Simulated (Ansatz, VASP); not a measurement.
# Ca4Mg4Si37B6O91 (glassy 77SiO2-6B2O3-8CaO-8MgO (mol %)): VASP beside Ansatz

One calculation is typed for both programs; each brings its own data sets. How far apart do they land? Of the first pair: The structure shown is the start of the Ansatz relaxation below; VASP solves that cell, so the two are compared at the walk's first step.

Method: plane waves, with VASP 6.6.1 beside it; PBE, in Ansatz 0.2.0.

### 1. Set-up

The cell holds 142 atoms: 37 Si, 6 B, 4 Ca, 4 Mg and 91 O. Its edges and angles: a = 12.318 Å, b = 12.678 Å, c = 12.709 Å, α = 89.4°, β = 87.5°, γ = 89.9°. As first built, before any earlier steps moved the atoms or strained the cell (in the runner's words): 142 atoms (37 Si, 6 B, 4 Ca, 4 Mg, 91 O) placed at random at 2.31 g/cm^3, melted at 3000 K for 20 ps at fixed volume with the Buckingham and Coulomb pair potential of Guillot and Sator (Geochim. Cosmochim. Acta 71, 1249 (2007)) with the boron terms of Wang et al. (J. Non-Cryst. Solids 498, 294 (2018)). Quenched from 3000 K to 300 K at 100 K/ps and fixed volume, held 10 ps at zero pressure.

### 2. Ansatz: relaxation, PBE

Ansatz runs on its default PAW (the set named soft_2) files.

The two programs are compared at the cell with which this relaxation starts, whose forces are those of its first step.

Input file input.yaml:

```yaml
crystal:
  lattice:
    - [12.31522, 0.01523, 0.27541]
    - [0.01538, 12.67783, 0.0718]
    - [0.27816, 0.0718, 12.70541]
  atoms:
    - { symbol: Si, position: [0.27642, 0.27886, 0.47234] }
    - { symbol: Si, position: [0.22996, 0.39749, 0.66678] }
    - { symbol: Si, position: [0.98249, 0.54252, 0.46306] }
    - { symbol: Si, position: [0.60876, 0.36229, 0.14962] }
    - { symbol: Si, position: [0.487, 0.04434, 0.23346] }
    - { symbol: Si, position: [0.66812, 0.7489, 0.94504] }
    - { symbol: Si, position: [0.9014, 0.88972, 0.9429] }
    - { symbol: Si, position: [0.2875, 0.32897, 0.98244] }
    - { symbol: Si, position: [0.47277, 0.13339, 0.55278] }
    - { symbol: Si, position: [0.04827, 0.16431, 0.47254] }
    - { symbol: Si, position: [0.62743, 0.89121, 0.11985] }
    - { symbol: Si, position: [0.66844, 0.88505, 0.67047] }
    - { symbol: Si, position: [0.1812, 0.21701, 0.81492] }
    - { symbol: Si, position: [0.41708, 0.12219, 0.01018] }
    - { symbol: Si, position: [0.37244, 0.95843, 0.43143] }
    - { symbol: Si, position: [0.49461, 0.77374, 0.77792] }
    - { symbol: Si, position: [0.89199, 0.59792, 0.13924] }
    - { symbol: Si, position: [0.1281, 0.70148, 0.59374] }
    - { symbol: Si, position: [0.73518, 0.39223, 0.7761] }
    - { symbol: Si, position: [0.41139, 0.40048, 0.3005] }
    - { symbol: Si, position: [0.67241, 0.25172, 0.54964] }
    - { symbol: Si, position: [0.43648, 0.51461, 0.92657] }
    - { symbol: Si, position: [0.81692, 0.06938, 0.62775] }
    - { symbol: Si, position: [0.77221, 0.07451, 0.04479] }
    - { symbol: Si, position: [0.76701, 0.64404, 0.49] }
    - { symbol: Si, position: [0.22548, 0.483, 0.17334] }
    - { symbol: Si, position: [0.25929, 0.71789, 0.2089] }
    - { symbol: Si, position: [0.86834, 0.55393, 0.88374] }
    - { symbol: Si, position: [0.13865, 0.94967, 0.56758] }
    - { symbol: Si, position: [0.5405, 0.5505, 0.44815] }
[... 106 atom lines left out ...]
    - { symbol: O, position: [0.58482, 0.8378, 0.37786] }
    - { symbol: O, position: [0.98878, 0.52796, 0.83239] }
    - { symbol: O, position: [0.08018, 0.12941, 0.82866] }
    - { symbol: O, position: [0.49192, 0.12454, 0.67649] }
    - { symbol: O, position: [0.64995, 0.48182, 0.11602] }
    - { symbol: O, position: [0.16823, 0.21301, 0.44216] }
kpoints:
  mp_grid: { grid: [1, 1, 1] }
hamiltonian:
  xc: pbe
scf:
  occupations: { method: fermi_dirac, width: 0.025 }
output:
  forces: true
  eigenvalues: true
  stress: true
relax:
  f_tol: 0.05
  max_steps: 70
```

Command:

```
ansatz run input.yaml --threads 4 --pin off --max-ram 8192MiB --backend cpu --events-out ev --progress --plain --runs-dir out
```

Numbers of over 12 decimals in the logs are rounded to 6 here.

What it wrote:

```text
Warning: output.stress: scf.convergence.dr2_threshold = 1e-7 eV (the SCF's general default) is looser than the 1.08e-8 eV advised for a printed stress (1e-10 eV for each atom of the cell: 142, of which 108 are counted). What an SCF threshold leaves in a stress goes as its square root, and in the free energy as the threshold itself, and one threshold admits the most on a small cell: [figures from the program's tests c [...]
Engine: ansatz 0.2.0, x86_64-unknown-linux-gnu
Pseudopotentials: kind: paw
Pseudopotential: Si, paw, valence charge 4, recommended cutoff 420 eV (normal), Si.paw.azcp
Pseudopotential: B, paw, valence charge 3, recommended cutoff 420 eV (normal), B.paw.azcp
Pseudopotential: Ca, paw, valence charge 10, recommended cutoff 420 eV (normal), Ca.paw.azcp
Pseudopotential: Mg, paw, valence charge 10, recommended cutoff 420 eV (normal), Mg.paw.azcp
Pseudopotential: O, paw, valence charge 6, recommended cutoff 420 eV (normal), O.paw.azcp
Functional definition: PBE
  parameter kappa = 0.804
  parameter beta = 0.066725
  exchange = pbe_x(kappa = kappa, mu = beta*pi^2/3)
  correlation = pbe_c(beta = beta)
Crystal: 142 atoms, lattice volume = 1982.662 Å³
Basis set: ecut = 420 eV, 38771 PW (Γ), exchange–correlation on 180×180×180 points (8 copies of the dense FFT grid, shifted against one another)
Bands: 538, of which v1, the nominal top of the filled ones, is band 396 counted from 1 (395 counted from 0)
Symmetry: 1 space group operations
Space group: P1 (ITA 1), of the structure as read, at distance tolerance 1.3e-4 Å
k-points: 1
Non-local potential: Si, projectors of the file, l = 0: 2, l = 1: 2, l = 2: 2
Non-local potential: B, projectors of the file, l = 0: 2, l = 1: 2, l = 2: 1
Non-local potential: Ca, projectors of the file, l = 0: 3, l = 1: 2, l = 2: 2
Non-local potential: Mg, projectors of the file, l = 0: 3, l = 1: 2, l = 2: 1
Non-local potential: O, projectors of the file, l = 0: 2, l = 1: 2, l = 2: 1
PAW form: soft (Blöchl's): semilocal exchange-correlation on the pseudo side does not see the compensation charge
PAW one-centre angular grid: Si, 110 points (default); XC on 64 Gauss nodes
PAW one-centre angular grid: B, 110 points (default); XC on 64 Gauss nodes
PAW one-centre angular grid: Ca, 110 points (default); XC on 64 Gauss nodes
PAW one-centre angular grid: Mg, 110 points (default); XC on 64 Gauss nodes
PAW one-centre angular grid: O, 110 points (default); XC on 64 Gauss nodes
Initial density: superposition of atomic densities (neutral atoms: chi_scale 0, normalization atom), corrected by the library's trained network
Initial wavefunctions: pseudopotential atomic-orbital guess
Functional: x = pbe(κ = 0.804, μ = 0.219515), c = pbe(β = 0.066725)
SCF iter   1: F=—  HF=-91210.413036 eV  |F-HF|=—  |Δ(HF+E_count)|=         —  Δρ=2.30e-3  dr2=1.37e-1  ethr=1.77e-3  ⟨swp⟩=8.0  Hψ=2817  notcnv=0  defer=112
preconditioner: auto → Resta (q_TF=auto, 2.341 Å⁻¹)  ε∞=3.1  [insulator: Δε(μ)=3.868 eV  Ē_g=15.957 eV  σ=0.025 eV  W_gap=1.00  n_scr=440 (ndim 8)  ℏωp=22.9 eV  f_vac=0.200  D(μ)=0.00/eV (n_scr^D=0)  ε∞_Penn≈3.1  vacuum switching on, ρ_ref=1.8e-2 e/Å³]
SCF iter   2: F=—  HF=-91210.397183 eV  |F-HF|=—  |Δ(HF+E_count)|=   1.59e-2  Δρ=1.16e-3  dr2=2.59e-2  ethr=1.73e-5  ⟨swp⟩=3.0  Hψ=1004  notcnv=0  defer=136
SCF iter   3: F=—  HF=-91210.403447 eV  |F-HF|=—  |Δ(HF+E_count)|=   6.26e-3  Δρ=4.98e-4  dr2=5.86e-3  ethr=3.27e-6  ⟨swp⟩=2.0  Hψ=696  notcnv=0  defer=136
SCF iter   4: F=—  HF=-91210.403627 eV  |F-HF|=—  |Δ(HF+E_count)|=   1.79e-4  Δρ=1.55e-4  dr2=4.11e-4  ethr=7.40e-7  ⟨swp⟩=2.0  Hψ=826  notcnv=0  defer=136
SCF iter   5: F=—  HF=-91210.403709 eV  |F-HF|=—  |Δ(HF+E_count)|=   8.25e-5  Δρ=8.17e-5  dr2=9.92e-5  ethr=5.19e-8  ⟨swp⟩=2.0  Hψ=778  notcnv=0  defer=136
SCF iter   6: F=-91210.403707 eV  HF=-91210.403706 eV  |F-HF|=1.12e-6  |Δ(HF+E_count)|=   2.98e-6  Δρ=1.88e-5  dr2=4.90e-6  ethr=7.89e-9  ⟨swp⟩=15.0  Hψ=3641  notcnv=0
SCF 1 converged in 6 iterations: F = -91210.403707 eV  dr2 = 4.90e-6
[...]
- { symbol: Si, position: [0.636343, 0.228047, 0.936929] }
    - { symbol: Si, position: [0.706592, 0.175286, 0.253450] }
    - { symbol: B, position: [0.778837, 0.681783, 0.707415] }
    - { symbol: B, position: [0.589947, 0.444713, 0.632680] }
    - { symbol: B, position: [0.696737, 0.715448, 0.208872] }
    - { symbol: B, position: [0.650454, 0.830071, 0.460535] }
    - { symbol: B, position: [0.627766, 0.539618, 0.025564] }
    - { symbol: B, position: [0.015797, 0.473061, 0.253550] }
    - { symbol: Ca, position: [0.392671, 0.849819, 0.041214] }
    - { symbol: Ca, position: [0.397630, 0.00845806, 0.786069] }
    - { symbol: Ca, position: [0.445584, 0.276489, 0.761756] }
    - { symbol: Ca, position: [0.924855, 0.851571, 0.189606] }
    - { symbol: Mg, position: [0.311151, 0.670968, 0.896935] }
    - { symbol: Mg, position: [0.387584, 0.583308, 0.667088] }
    - { symbol: Mg, position: [0.299062, 0.710666, 0.436128] }
    - { symbol: Mg, position: [0.099917, 0.715420, 0.040666] }
    - { symbol: O, position: [0.677614, 0.637480, 0.012021] }
    - { symbol: O, position: [0.791296, 0.450657, 0.873551] }
    - { symbol: O, position: [0.390989, 0.805231, 0.858616] }
    - { symbol: O, position: [0.105467, 0.825135, 0.553274] }
    - { symbol: O, position: [0.597387, 0.101102, 0.270741] }
    - { symbol: O, position: [0.620361, 0.292329, 0.044495] }
    - { symbol: O, position: [0.881689, 0.579721, 0.00843834] }
    - { symbol: O, position: [0.203683, 0.724060, 0.322323] }
    - { symbol: O, position: [0.877295, 0.612541, 0.426990] }
    - { symbol: O, position: [0.741706, 0.782884, 0.700713] }
    - { symbol: O, position: [0.064861, 0.621521, 0.515439] }
    - { symbol: O, position: [0.314868, 0.480244, 0.266815] }
    - { symbol: O, position: [0.162669, 0.292892, 0.712168] }
    - { symbol: O, position: [0.980553, 0.142893, 0.368946] }
    - { symbol: O, position: [0.957323, 0.942603, 0.835084] }
    - { symbol: O, position: [0.257353, 0.671250, 0.579920] }
    - { symbol: O, position: [0.155959, 0.641421, 0.897444] }
    - { symbol: O, position: [0.654705, 0.299724, 0.829160] }
    - { symbol: O, position: [0.456958, 0.015178, 0.507226] }
    - { symbol: O, position: [0.390361, 0.835200, 0.398450] }
    - { symbol: O, position: [0.454047, 0.109319, 0.132152] }
    - { symbol: O, position: [0.390634, 0.387747, 0.917762] }
    - { symbol: O, position: [0.663688, 0.00145446, 0.067829] }
    - { symbol: O, position: [0.741309, 0.149331, 0.943721] }
[...]
- { symbol: O, position: [0.739629, 0.763352, 0.457382] }
    - { symbol: O, position: [0.832325, 0.350219, 0.694971] }
    - { symbol: O, position: [0.584333, 0.837232, 0.377908] }
    - { symbol: O, position: [0.988919, 0.530300, 0.832319] }
    - { symbol: O, position: [0.080882, 0.128664, 0.827283] }
    - { symbol: O, position: [0.490846, 0.125709, 0.677139] }
    - { symbol: O, position: [0.647954, 0.481866, 0.116559] }
    - { symbol: O, position: [0.167547, 0.213661, 0.443202] }
```

### 3. VASP: single point, PBE, start cell, pair 1

The same cell, functional, mesh and smearing now go to VASP, with its own data sets.

Lines of VASP's logs that name or quote its potential files are left out, and so is its time.

Input file INCAR:

```
SYSTEM = Ca4Mg4Si37B6O91
PREC = Accurate
ENCUT = 520
EDIFF = 1E-06
NELM = 120
ISMEAR = -1
SIGMA = 0.025
LREAL = Auto
ALGO = Normal
GGA = PE
NBANDS = 479
LORBIT = 11
LWAVE = .FALSE.
LCHARG = .FALSE.
ISIF = 2
LASPH = .TRUE.
GGA_COMPAT = .FALSE.
EFERMI = MIDGAP
```

Input file POSCAR:

```
Ca4Mg4Si37B6O91
1.0
   12.3152200000      0.0152300000      0.2754100000
    0.0153800000     12.6778300000      0.0718000000
    0.2781600000      0.0718000000     12.7054100000
Si B Ca Mg O
37 6 4 4 91
Direct
    0.2764161345      0.2788628892      0.4723381518
    0.2299605505      0.3974909603      0.6667810573
    0.9824876383      0.5425210028      0.4630594425
    0.6087596197      0.3622927282      0.1496235773
    0.4869973178      0.0443388714      0.2334590177
    0.6681171344      0.7489034553      0.9450401516
    0.9013999249      0.8897162428      0.9429025762
    0.2875031930      0.3289665627      0.9824396809
    0.4727716373      0.1333911222      0.5527815695
    0.0482680178      0.1643133358      0.4725395566
    0.6274314553      0.8912123902      0.1198473763
    0.6684404228      0.8850473717      0.6704670232
    0.1811972286      0.2170110329      0.8149217600
    0.4170764815      0.1221910135      0.0101814622
    0.3724377130      0.9584330289      0.4314312909
    0.4946085388      0.7737374827      0.7779225945
    0.8919916089      0.5979191635      0.1392403704
    0.1280980430      0.7014779568      0.5937434841
    0.7351787233      0.3922263733      0.7760995178
    0.4113896602      0.4004832698      0.3004975420
    0.6724069754      0.2517224856      0.5496429254
    0.4364802951      0.5146089469      0.9265690788
    0.8169174221      0.0693798418      0.6277508007
    0.7722066858      0.0745098619      0.0447901129
    0.7670100110      0.6440405524      0.4899972265
    0.2254816351      0.4830022411      0.1733372274
    0.2592931047      0.7178872124      0.2088987120
    0.8683368583      0.5539293946      0.8837400143
    0.1386508917      0.9496685278      0.5675793192
    0.5404999808      0.5505036034      0.4481488391
[... 106 atom lines left out ...]
    0.5848217748      0.8377981671      0.3778611101
    0.9887799022      0.5279590582      0.8323912937
    0.0801780565      0.1294134185      0.8286569483
    0.4919207433      0.1245430876      0.6764896146
    0.6499532290      0.4818230615      0.1160215597
    0.1682336021      0.2130089301      0.4421559590
```

Input file KPOINTS:

```
Automatic mesh
0
Gamma
1 1 1
0 0 0
```

Potentials, in the order of the species: Si, B, Ca_sv, Mg and O (PBE family, release 64).

Command:

```
export OMP_NUM_THREADS=3
mpirun -np 1 vasp_gam
```

What it wrote:

```text
[banner, memory and clock lines left out]
running    1 mpi-ranks, on    1 nodes
[...]
Offloading initialized ...    1 GPUs detected
[...]
LDA part: xc-table for (Slater+PW92), standard interpolation
 POSCAR, INCAR and KPOINTS ok, starting setup
[...]
entering main loop
       N       E                     dE             d eps       ncg     rms          rms(c)
DAV:   1     0.746544700606E+04    0.74654E+04   -0.44792E+05   982   0.156E+03
DAV:   2    -0.521719163320E+03   -0.79872E+04   -0.77351E+04  1181   0.393E+02
DAV:   3    -0.120890590491E+04   -0.68719E+03   -0.68250E+03  1148   0.124E+02
DAV:   4    -0.122684901400E+04   -0.17943E+02   -0.17864E+02  1180   0.206E+01
[...]
DAV:  18    -0.108316339371E+04    0.46363E-05   -0.12053E-05  1060   0.613E-03    0.133E-02
DAV:  19    -0.108316338802E+04    0.56868E-05   -0.84039E-06   940   0.817E-03    0.543E-03
DAV:  20    -0.108316338781E+04    0.21489E-06   -0.64604E-06  1044   0.568E-03
   1 F= -.10831634E+04 E0= -.10831634E+04  d E =0.000000E+00
```

From OUTCAR (step 3):

```text
  Total      -33.4199914     -9.4458304     -8.1483787     -0.5282060      0.3251165      0.7400867
[...]
5.08190      4.98350     11.77930        -0.110429     -0.010792      0.109234
      8.19720      0.03630      1.04700         0.255242      0.133714     -0.019053
      9.41840      1.96630     12.20420        -0.225330      0.123595     -0.010991
      9.63480      1.96610      4.75410         0.090631     -0.113477     -0.039941
     10.77040     12.60560      0.58710        -0.243935      0.103520      0.023784
      9.38140     12.53300      9.12230        -0.020548     -0.026872     -0.089413
      4.39420      3.90000      4.73570        -0.017347      0.052650      0.056750
      7.05030     11.37250      9.69700         0.180744     -0.049178     -0.106320
      2.83900     10.10230      1.50570         0.052764      0.002179     -0.061140
      1.15490      8.77770      9.14320         0.058468     -0.021782     -0.029946
      6.65210      2.17360     11.90710         0.106583      0.077582      0.124562
      6.42970     11.68790      2.65850         0.177889     -0.022953     -0.077309
      2.48400      3.91540     11.67550         0.252903      0.043215      0.155508
      5.98710      4.61830      2.63910         0.295847      0.024287     -0.029263
[...]
-----------------------------------------------------------------------------------
    total drift:                               -0.024948     -0.019330     -0.037979

  FREE ENERGIE OF THE ION-ELECTRON SYSTEM (eV)
  ---------------------------------------------------
  free  energy   TOTEN  =     -1083.1633878101 eV

  energy  without entropy=    -1083.1633878101  energy(sigma->0) =    -1083.16338781

[... 2 further parts left out ...]
[key lines of the parts left out:]
E-fermi :   3.2635
```

The run ends at a pressure of -1.37 GPa, with forces up to 0.45 eV/Å.

### 4. Side by side

Known differences besides the potentials themselves: the data sets hold 792 valence electrons in Ansatz (on its default PAW (the set named soft_2) files) and 760 in VASP; the cutoff is 420 eV in Ansatz and 520 eV in VASP (PREC = Accurate, projectors in real space). Total energies have different zeros and are not compared.

Forces on 10 of the 142 atoms, those with the largest forces and the largest differences (eV/Å; atoms numbered as in POSCAR):

| atom | Ansatz x, y, z | VASP x, y, z |
| --- | --- | --- |
| Si2 | 0.335, 0.022, 0.123 | 0.256, 0.062, 0.107 |
| Si25 | 0.090, -0.201, -0.212 | 0.104, -0.233, -0.234 |
| Si30 | 0.326, 0.135, -0.027 | 0.315, 0.120, -0.016 |
| O59 | 0.173, 0.000, -0.028 | 0.142, 0.000, 0.078 |
| O67 | -0.406, 0.087, 0.024 | -0.316, 0.059, 0.023 |
| O88 | -0.190, 0.108, -0.106 | -0.108, 0.036, -0.078 |
| O93 | -0.326, 0.132, 0.005 | -0.291, 0.116, 0.006 |
| O110 | -0.499, -0.033, -0.094 | -0.435, 0.023, -0.099 |
| O115 | 0.314, -0.057, 0.113 | 0.298, -0.063, 0.105 |
| O127 | -0.040, -0.029, 0.027 | -0.070, -0.092, -0.070 |

The forces differ by 25 meV/Å r.m.s., which is 23.6 % of the r.m.s. force of 0.108 eV/Å (both taken over all components).

[end of part 1 of 2]

[Lines on the potential files, build, host, timing and source positions are cut from VASP's logs without a mark.]

[Logs are printed without paths, hosts, clocks, repeated set-up lines and the standing remarks that a program may print on its own settings, such as how far it seeks lower states.]

[Hosts, paths, dates, database ids (printed as entryN), source tags and the programs' standing remarks are cut or masked in the printed files.]
